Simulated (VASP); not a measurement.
Computed with LDA (Ceperley-Alder, Perdew-Zunger), VASP's LDA PAW potentials (set 64) (plane waves; VASP).

The input files of a VASP run:

File POSCAR:
```
CdTe
1
   -0.0000000000     3.2028670773     3.2028670773
    3.2028670773    -0.0000000000     3.2028670773
    3.2028670773     3.2028670773    -0.0000000000
Cd Te
1 1
Direct
  1.0000000000   1.0000000000   1.0000000000
  0.2500000000   0.2500000000   0.2500000000
```

KPOINTS:
```
Automatic mesh
0
Gamma
16 16 16
0 0 0
```

INCAR:
```
ALGO = Normal
CSHIFT = 0.1
EDIFF = 1E-7
ENCUT = 400
ISMEAR = 0
LASPH = .True.
LCHARG = .False.
LMAXMIX = 4
LOPTICS = .True.
LREAL = .False.
LWAVE = .False.
NBANDS = 39
NEDOS = 1001
NELM = 100
PREC = Accurate
SIGMA = 0.01
SYSTEM = CdTe
```

POTCAR, in this order: Cd Te (LDA.64 set). Program: vasp_std.

Output

File OUTCAR:
```
 ion  position               nearest neighbor table
   1  0.000  0.000  0.000-   2 2.77   2 2.77   2 2.77   2 2.77
   2  0.250  0.250  0.250-   1 2.77   1 2.77   1 2.77   1 2.77
  LATTYP: Found a face centered cubic cell.
 ALAT       =     6.4057341546
 Subroutine PRICEL returns:
 Original cell was already a primitive cell.
 Subroutine GETGRP returns: Found 24 space group operations
The static configuration has the point symmetry T_d .
The dynamic configuration has the point symmetry T_d .
 Subroutine INISYM returns: Found 24 space group operations
 Subroutine IBZKPT returns following result:
 Found    145 irreducible k-points:

 Following reciprocal coordinates:
            Coordinates               Weight
  0.000000  0.000000  0.000000      1.000000
  0.062500  0.000000  0.000000      8.000000
  0.125000  0.000000  0.000000      8.000000
  0.187500  0.000000  0.000000      8.000000
  0.250000  0.000000  0.000000      8.000000
  0.312500  0.000000  0.000000      8.000000
  0.375000  0.000000  0.000000      8.000000
  0.437500  0.000000  0.000000      8.000000
  0.500000  0.000000  0.000000      4.000000
...
```

**OSZICAR**
```
       N       E                     dE             d eps       ncg     rms          rms(c)
DAV:   1     0.118621574436E+03    0.11862E+03   -0.61072E+03 11758   0.325E+02
DAV:   2    -0.657279440687E+00   -0.11928E+03   -0.10555E+03 13267   0.118E+02
DAV:   3    -0.625771214216E+01   -0.56004E+01   -0.55555E+01 14106   0.275E+01
DAV:   4    -0.629209563545E+01   -0.34383E-01   -0.34375E-01 13292   0.215E+00
DAV:   5    -0.629253918220E+01   -0.44355E-03   -0.44354E-03 13750   0.228E-01    0.633E+00
DAV:   6    -0.607682499874E+01    0.21571E+00   -0.11382E-01 14416   0.319E+00    0.479E+00
DAV:   7    -0.605216134223E+01    0.24664E-01   -0.33857E-02 14025   0.761E-01    0.187E+00
DAV:   8    -0.605028045035E+01    0.18809E-02   -0.82848E-03 13159   0.475E-01    0.237E-01
DAV:   9    -0.605011959393E+01    0.16086E-03   -0.23144E-04 13645   0.752E-02    0.107E-01
DAV:  10    -0.605010172847E+01    0.17865E-04   -0.60456E-05 13149   0.217E-02    0.244E-02
DAV:  11    -0.605010356946E+01   -0.18410E-05   -0.28766E-06 13394   0.599E-03    0.776E-03
DAV:  12    -0.605010401159E+01   -0.44213E-06   -0.33575E-07 13720   0.199E-03    0.315E-03
DAV:  13    -0.605010401959E+01   -0.79992E-08   -0.13894E-08  9261   0.576E-04
   1 F= -.60501040E+01 E0= -.60501040E+01  d E =-.224554E-17
 imaginary and real dielectric function
```

OUTCAR:
```
------------------------ aborting loop because EDIFF is reached ----------------------------------------
  FORCE on cell =-STRESS in cart. coord.  units (eV):
  Direction    XX          YY          ZZ          XY          YZ          ZX
  --------------------------------------------------------------------------------------
  Total        0.0080018      0.0080018      0.0080018      0.0000000     -0.0000000     -0.0000000
  in kB        0.1950962      0.1950962      0.1950962      0.0000000     -0.0000000     -0.0000000
  external PRESSURE =       0.1950962 kB  Pullay stress =       0.0000000 kB
  volume of cell :       65.71
      direct lattice vectors                 reciprocal lattice vectors
     0.000000000  3.202867077  3.202867077    -0.156110131  0.156110131  0.156110131
     3.202867077  0.000000000  3.202867077     0.156110131 -0.156110131  0.156110131
     3.202867077  3.202867077  0.000000000     0.156110131  0.156110131 -0.156110131
  FREE ENERGIE OF THE ION-ELECTRON SYSTEM (eV)
  ---------------------------------------------------
  free  energy   TOTEN  =        -6.0501040196 eV

  energy  without entropy=       -6.0501040196  energy(sigma->0) =       -6.05010402

 plasma frequency squared (from intraband transitions) (eV^2)
  --------------------------------------------------------------------------------------
       0.000      -0.000       0.000
       0.000       0.000      -0.000
       0.000      -0.000       0.000

 plasma frequency squared (from interband transitions, int dw w eps(2)(w)) (eV^2)
  --------------------------------------------------------------------------------------
     257.129       0.000      -0.000      -0.000      -0.000       0.000
      -0.000       0.000     257.129       0.000       0.000       0.000
      -0.000      -0.000       0.000      -0.000     257.129       0.000
```
(Selected blocks of OUTCAR.)

OUTCAR:
```
 val. band max:        2.4848889826   @ k =   0.0000   0.0000   0.0000

 cond. band min:       3.1437417031   @ k =   0.0000   0.0000   0.0000


 Fermi energy:         2.5380311167

 k-point     1 :       0.0000    0.0000    0.0000
  band No.  band energies     occupation
      1      -8.9633      2.00000
      2      -5.9318      2.00000
      3      -5.9318      2.00000
      4      -5.9318      2.00000
      5      -5.6406      2.00000
      6      -5.6406      2.00000
      7       2.4849      2.00000
      8       2.4849      2.00000
      9       2.4849      2.00000
     10       3.1437      0.00000
     11       6.9612      0.00000
     12       6.9612      0.00000
     13       6.9612      0.00000
     14       9.7507      0.00000
     15      11.8825      0.00000
     16      11.8825      0.00000
     17      12.4428      0.00000
     18      12.4428      0.00000
     19      12.4428      0.00000
     20      14.8130      0.00000
     21      22.3299      0.00000
     22      22.3299      0.00000
     23      22.3299      0.00000
     24      23.1348      0.00000
     25      23.1348      0.00000
     26      23.1348      0.00000
     27      24.5924      0.00000
     28      24.5924      0.00000
     29      24.5924      0.00000
     30      24.8976      0.00000
     31      24.8976      0.00000
     32      30.1516      0.00000
     33      31.1259      0.00000
     34      31.1259      0.00000
     35      31.1259      0.00000
     36      31.5721      0.00000
     37      31.5721      0.00000
     38      31.7186      0.00000
     39      33.7708      0.00000

 k-point     2 :       0.0625    0.0000    0.0000
  band No.  band energies     occupation
      1      -8.9467      2.00000
      2      -5.9285      2.00000
      3      -5.9285      2.00000
      4      -5.9206      2.00000
      5      -5.6407      2.00000
      6      -5.6407      2.00000
      7       1.9603      2.00000
      8       2.4442      2.00000
      9       2.4442      2.00000
...
```

The dielectric response may not be converged in the k-mesh; for small gaps it tends to come out too large. Unless said otherwise, spin-orbit coupling is left out, though it shifts the bands of the heavy elements here.

The compound is CdTe in the zinc blende structure. It was relaxed first.
